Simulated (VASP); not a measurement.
Output of a VASP run:

### OUTCAR
```
 ion  position               nearest neighbor table
   1  0.000  0.000  0.000-   2 2.91   2 2.91   2 2.91   2 2.91   2 2.91   2 2.91   2 2.91   2 2.91
  LATTYP: Found a simple tetragonal cell.
 ALAT       =     2.8866000000
 C/A-ratio  =     1.4381625442
 Subroutine PRICEL returns:
 Original cell was already a primitive cell.
 Subroutine GETGRP returns: Found 16 space group operations
The static configuration has the point symmetry D_4h.
The dynamic configuration has the point symmetry D_4h.
 Subroutine INISYM returns: Found 16 space group operations
 Subroutine IBZKPT returns following result:
 Found    105 irreducible k-points:

 Following reciprocal coordinates:
            Coordinates               Weight
  0.000000  0.000000  0.000000      1.000000
  0.090909  0.000000  0.000000      4.000000
  0.181818  0.000000  0.000000      4.000000
  0.272727  0.000000  0.000000      4.000000
  0.363636  0.000000  0.000000      4.000000
  0.454545  0.000000  0.000000      4.000000
  0.090909  0.090909  0.000000      4.000000
  0.181818  0.090909  0.000000      8.000000
  0.272727  0.090909  0.000000      8.000000
  0.363636  0.090909  0.000000      8.000000
  0.454545  0.090909  0.000000      8.000000
  0.181818  0.181818  0.000000      4.000000
  0.272727  0.181818  0.000000      8.000000
  0.363636  0.181818  0.000000      8.000000
  0.454545  0.181818  0.000000      8.000000
  0.272727  0.272727  0.000000      4.000000
  0.363636  0.272727  0.000000      8.000000
  0.454545  0.272727  0.000000      8.000000
  0.363636  0.363636  0.000000      4.000000
  0.454545  0.363636  0.000000      8.000000
  0.454545  0.454545  0.000000      4.000000
  0.000000  0.000000  0.125000      2.000000
  0.090909  0.000000  0.125000      8.000000
  0.181818  0.000000  0.125000      8.000000
  0.272727  0.000000  0.125000      8.000000
  0.363636  0.000000  0.125000      8.000000
  0.454545  0.000000  0.125000      8.000000
  0.090909  0.090909  0.125000      8.000000
  0.181818  0.090909  0.125000     16.000000
  0.272727  0.090909  0.125000     16.000000
  0.363636  0.090909  0.125000     16.000000
  0.454545  0.090909  0.125000     16.000000
  0.181818  0.181818  0.125000      8.000000
  0.272727  0.181818  0.125000     16.000000
  0.363636  0.181818  0.125000     16.000000
  0.454545  0.181818  0.125000     16.000000
  0.272727  0.272727  0.125000      8.000000
  0.363636  0.272727  0.125000     16.000000
  0.454545  0.272727  0.125000     16.000000
  0.363636  0.363636  0.125000      8.000000
   k-points           NKPTS =    105   k-points in BZ     NKDIM =    105   number of bands    NBANDS=     11
   number of dos      NEDOS =    301   number of ions     NIONS =      2
   total plane-waves  NPLWV =  11200
   dimension x,y,z NGX =    20 NGY =   20 NGZ =   28
   dimension x,y,z NGXF=    40 NGYF=   40 NGZF=   56
   ions per type =               1   1
   PREC   = accura    normal or accurate (medium, high low for compatibility)
   ISTART =      0    job   : 0-new  1-cont  2-samecut
   ICHARG =      2    charge: 1-file 2-atom 10-const
   ISPIN  =      1    spin polarized calculation?
   LNONCOLLINEAR =      F non collinear calculations
   LSORBIT =      F    spin-orbit coupling
   INIWAV =      1    electr: 0-lowe 1-rand  2-diag
   ENCUT  =  400.0 eV  29.40 Ry    5.42 a.u.   4.71  4.71  6.77*2*pi/ulx,y,z
   NELM   =    100;   NELMIN=  2; NELMDL= -5     # of ELM steps
   EDIFF  = 0.1E-05   stopping-criterion for ELM
   LREAL  =      F    real-space projection
   NLSPLINE    = F    spline interpolate recip. space projectors
   LMAXMIX     =    4 max onsite mixed and CHGCAR
   VOSKOWN=      0    Vosko Wilk Nusair interpolation
   EDIFFG = 0.1E-04   stopping-criterion for IOM
   NSW    =      0    number of steps for IOM
   NBLOCK =      1;   KBLOCK =      1    inner block; outer block
   IBRION =     -1    ionic relax: 0-MD 1-quasi-New 2-CG
...
```

OSZICAR:
```
       N       E                     dE             d eps       ncg     rms          rms(c)
DAV:   1     0.746391344805E+02    0.74639E+02   -0.64263E+03  2310   0.114E+03
DAV:   2    -0.905559137163E+01   -0.83695E+02   -0.81347E+02  2346   0.294E+02
DAV:   3    -0.138833621110E+02   -0.48278E+01   -0.46314E+01  3640   0.711E+01
DAV:   4    -0.140339259349E+02   -0.15056E+00   -0.14810E+00  2915   0.105E+01
DAV:   5    -0.140394437942E+02   -0.55179E-02   -0.55142E-02  3345   0.182E+00    0.920E+00
DAV:   6    -0.125491212172E+02    0.14903E+01   -0.14127E+01  2855   0.391E+01    0.349E+00
DAV:   7    -0.123646082063E+02    0.18451E+00   -0.15222E+00  2683   0.127E+01    0.174E+00
DAV:   8    -0.123497631021E+02    0.14845E-01   -0.19737E-01  2604   0.473E+00    0.577E-01
DAV:   9    -0.123455004590E+02    0.42626E-02   -0.26702E-02  2612   0.211E+00    0.221E-01
DAV:  10    -0.123458326997E+02   -0.33224E-03   -0.14352E-03  3250   0.445E-01    0.478E-02
DAV:  11    -0.123457897349E+02    0.42965E-04   -0.20619E-04  2669   0.172E-01    0.319E-02
DAV:  12    -0.123457929067E+02   -0.31717E-05   -0.17743E-05  2950   0.527E-02    0.856E-03
DAV:  13    -0.123457928277E+02    0.78977E-07   -0.11249E-06  1969   0.927E-03
   1 F= -.12345793E+02 E0= -.12345741E+02  d E =-.156100E-03
```

### OUTCAR
```
------------------------ aborting loop because EDIFF is reached ----------------------------------------
  FORCE on cell =-STRESS in cart. coord.  units (eV):
  Direction    XX          YY          ZZ          XY          YZ          ZX
  --------------------------------------------------------------------------------------
  Total       -1.4688812     -1.4688812     -1.3823724      0.0000000      0.0000000      0.0000000
  in kB      -68.0345406    -68.0345406    -64.0276899      0.0000000      0.0000000      0.0000000
  external PRESSURE =     -66.6989237 kB  Pullay stress =       0.0000000 kB
  volume of cell :       34.59
      direct lattice vectors                 reciprocal lattice vectors
     2.886600000  0.000000000  0.000000000     0.346428324  0.000000000  0.000000000
     0.000000000  2.886600000  0.000000000     0.000000000  0.346428324  0.000000000
     0.000000000  0.000000000  4.151400000     0.000000000  0.000000000  0.240882594
 POSITION                                       TOTAL-FORCE (eV/Angst)
 -----------------------------------------------------------------------------------
      0.00000      0.00000      0.00000         0.000000      0.000000      0.000000
      1.44330      1.44330      2.07570         0.000000      0.000000      0.000000
 -----------------------------------------------------------------------------------
    total drift:                               -0.000000      0.000000     -0.000000
  FREE ENERGIE OF THE ION-ELECTRON SYSTEM (eV)
  ---------------------------------------------------
  free  energy   TOTEN  =       -12.3457928277 eV

  energy  without entropy=      -12.3456367278  energy(sigma->0) =      -12.34574079
```
(Selected blocks of OUTCAR.)

POSCAR:
```
TiAl
1
    2.8866000000     0.0000000000     0.0000000000
    0.0000000000     2.8866000000     0.0000000000
    0.0000000000     0.0000000000     4.1514000000
Ti Al
1 1
Direct
  0.0000000000   0.0000000000   0.0000000000
  0.5000000000   0.5000000000   0.5000000000
```

Write an INCAR and KPOINTS that could have produced this output.

This is not unique; one that fits is the input of the run itself, PBE GGA, plane waves, VASP's PBE PAW potentials (set 64).

KPOINTS:
```
Automatic
0
G
11 11 8
0 0 0
```

**INCAR**
```
SYSTEM = TiAl
PREC = Accurate
ENCUT = 400
EDIFF = 1E-6
NELM = 100
ALGO = Normal
LREAL = .FALSE.
LASPH = .TRUE.
ISMEAR = 1
SIGMA = 0.1
GGA = PE
LMAXMIX = 4
LWAVE = .FALSE.
LCHARG = .FALSE.
ISIF = 2
```

POTCAR, in this order: Ti_sv Al (PBE.64 set). Program: vasp_std.

The compound is TiAl in the L1_0 structure. The cell was not relaxed at this level. The electron count is odd and the run is not spin-polarised, which forces a metal.
